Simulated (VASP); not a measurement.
Here is the system:

```
ZrB2
1.0
    1.59029    -2.75446     0.00000
    1.59029     2.75446     0.00000
    0.00000     0.00000     3.55668
Zr B
1 2
Direct
  0.00000   0.00000   0.00000
  0.33333   0.66667   0.50000
  0.66667   0.33333   0.50000
```

Computed with PBE GGA with D3 dispersion (zero damping), VASP's PBE PAW potentials (set 64) (plane waves; VASP). Numerical set-up: 520 eV cut-off, 11×11×9 Γ-centred mesh, first-order Methfessel-Paxton smearing of 0.10 eV, potentials Zr_sv B.

Estimate the energy per atom (σ→0), pressure, band gap (on the k-mesh) with the smallest direct gap where there is one.

```yaml
band gap (on the k-mesh): none (metal, semimetal or under 0.01 eV)
energy per atom (σ→0): -8.598 eV/atom
pressure: -7.19 GPa
```

The compound is ZrB2 in the AlB2 type structure. This cell is one point of a volume scan, at 1.03 of the reference volume.
